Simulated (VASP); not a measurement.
These are PBE GGA with D4 dispersion, VASP's PBE PAW potentials (set 64) (plane waves; VASP) values and carry that method's errors.

Input for VASP

### POSCAR
```
GaN
3.1507130
  0.0000000000   0.7071068569   0.7071068569
  0.7071068569   0.0000000000   0.7071068569
  0.7071068569   0.7071068569   0.0000000000
Ga N
1 1
Direct
  0.0000000000   0.0000000000   0.0000000000
  0.2500000000   0.2500000000   0.2500000000
```

File KPOINTS:
```
Automatic mesh
0
Gamma
10 10 10
0 0 0
```

INCAR:
```
ALGO=Normal
EDIFF=1E-7
ENCUT=520
GGA=PE
ISIF=2
ISMEAR=0
IVDW=13
LASPH=T
LCHARG=F
LMAXMIX=4
LREAL=F
LWAVE=F
NELM=100
PREC=Accurate
SIGMA=0.05
SYSTEM=GaN
```

POTCAR, in this order: Ga_d N (PBE.64 set). Program: vasp_std.

Output of the run:

File OUTCAR:
```
 ion  position               nearest neighbor table
   1  0.000  0.000  0.000-   2 1.93   2 1.93   2 1.93   2 1.93
   2  0.250  0.250  0.250-   1 1.93   1 1.93   1 1.93   1 1.93
  LATTYP: Found a face centered cubic cell.
 ALAT       =     4.4557815330
 Subroutine PRICEL returns:
 Original cell was already a primitive cell.
 Subroutine GETGRP returns: Found 24 space group operations
The static configuration has the point symmetry T_d .
The dynamic configuration has the point symmetry T_d .
 Subroutine INISYM returns: Found 24 space group operations
 Subroutine IBZKPT returns following result:
 Found     47 irreducible k-points:

 Following reciprocal coordinates:
            Coordinates               Weight
  0.000000  0.000000  0.000000      1.000000
  0.100000  0.000000  0.000000      8.000000
  0.200000  0.000000  0.000000      8.000000
  0.300000  0.000000  0.000000      8.000000
  0.400000  0.000000  0.000000      8.000000
  0.500000  0.000000  0.000000      4.000000
  0.100000  0.100000  0.000000      6.000000
  0.200000  0.100000  0.000000     24.000000
  0.300000  0.100000  0.000000     24.000000
...
```

### OSZICAR
```
       N       E                     dE             d eps       ncg     rms          rms(c)
DAV:   1     0.854735456094E+02    0.85474E+02   -0.97120E+03  1307   0.248E+03
DAV:   2    -0.729099826702E+01   -0.92765E+02   -0.88242E+02  1397   0.359E+02
DAV:   3    -0.140509092478E+02   -0.67599E+01   -0.67242E+01  1362   0.877E+01
DAV:   4    -0.141579859830E+02   -0.10708E+00   -0.10701E+00  1444   0.120E+01
DAV:   5    -0.141596207839E+02   -0.16348E-02   -0.16347E-02  1368   0.128E+00    0.785E+00
DAV:   6    -0.120958505856E+02    0.20638E+01   -0.59342E+00  1863   0.502E+01    0.267E+00
DAV:   7    -0.121108137735E+02   -0.14963E-01   -0.38233E-01  1227   0.800E+00    0.179E+00
DAV:   8    -0.121063907966E+02    0.44230E-02   -0.62119E-02  1365   0.453E+00    0.747E-01
DAV:   9    -0.121015759355E+02    0.48149E-02   -0.22003E-02  1832   0.395E+00    0.175E-01
DAV:  10    -0.121018296615E+02   -0.25373E-03   -0.20559E-03  1486   0.801E-01    0.657E-02
DAV:  11    -0.121017519511E+02    0.77710E-04   -0.35933E-04  1780   0.343E-01    0.158E-02
DAV:  12    -0.121017579234E+02   -0.59723E-05   -0.31716E-05  1365   0.768E-02    0.991E-03
DAV:  13    -0.121017577282E+02    0.19523E-06   -0.17640E-06  1405   0.130E-02    0.298E-03
DAV:  14    -0.121017576813E+02    0.46844E-07   -0.10790E-07   993   0.324E-03
   1 F= -.12930987E+02 E0= -.12930987E+02  d E =-.672640E-18
```

### OUTCAR
```
------------------------ aborting loop because EDIFF is reached ----------------------------------------
  Edisp (eV):   -0.82923
  FORCE on cell =-STRESS in cart. coord.  units (eV):
  Direction    XX          YY          ZZ          XY          YZ          ZX
  --------------------------------------------------------------------------------------
  Total       0.84269     0.84269     0.84269     0.00000     0.00000     0.00000
  in kB      61.04708    61.04708    61.04708     0.00000     0.00000     0.00000
  external pressure =       61.05 kB  Pullay stress =        0.00 kB
  volume of cell :       22.12
      direct lattice vectors                 reciprocal lattice vectors
     0.000000000  2.227890766  2.227890766    -0.224427520  0.224427520  0.224427520
     2.227890766  0.000000000  2.227890766     0.224427520 -0.224427520  0.224427520
     2.227890766  2.227890766  0.000000000     0.224427520  0.224427520 -0.224427520
  FREE ENERGIE OF THE ION-ELECTRON SYSTEM (eV)
  ---------------------------------------------------
  free  energy   TOTEN  =       -12.9309866854 eV

  energy  without entropy=      -12.9309866854  energy(sigma->0) =      -12.93098669
```
(Selected blocks of OUTCAR.)

### OUTCAR
```
 val. band max:        5.6613622246   @ k =   0.0000   0.0000   0.0000

 cond. band min:       7.6074624167   @ k =   0.0000   0.0000   0.0000


 Fermi energy:         5.9462560164

 k-point     1 :       0.0000    0.0000    0.0000
  band No.  band energies     occupation
      1     -10.5717      2.00000
      2      -7.8132      2.00000
      3      -7.8132      2.00000
      4      -7.8132      2.00000
      5      -7.4571      2.00000
      6      -7.4571      2.00000
      7       5.6614      2.00000
      8       5.6614      2.00000
      9       5.6614      2.00000
     10       7.6075      0.00000
     11      16.1801      0.00000
     12      16.1801      0.00000
     13      16.1801      0.00000

 k-point     2 :       0.1000    0.0000    0.0000
  band No.  band energies     occupation
      1     -10.4537      2.00000
      2      -7.7982      2.00000
      3      -7.7982      2.00000
      4      -7.7767      2.00000
      5      -7.4586      2.00000
      6      -7.4586      2.00000
      7       4.5749      2.00000
      8       5.5500      2.00000
      9       5.5500      2.00000
     10       8.4396      0.00000
     11      15.6824      0.00000
     12      16.3507      0.00000
     13      16.3507      0.00000

 k-point     3 :       0.2000    0.0000    0.0000
  band No.  band energies     occupation
      1     -10.1521      2.00000
      2      -7.7633      2.00000
      3      -7.7633      2.00000
      4      -7.6205      2.00000
      5      -7.4574      2.00000
      6      -7.4574      2.00000
      7       2.7222      2.00000
      8       5.2761      2.00000
      9       5.2761      2.00000
     10       9.5272      0.00000
     11      14.8967      0.00000
     12      16.6204      0.00000
     13      16.6204      0.00000

 k-point     4 :       0.3000    0.0000    0.0000
  band No.  band energies     occupation
      1      -9.8204      2.00000
      2      -7.7322      2.00000
      3      -7.7322      2.00000
...
```

The compound is GaN in the zinc blende structure, a metastable form; wurtzite is the usual one. This cell is one point of a volume scan, at 0.97 of the reference volume.
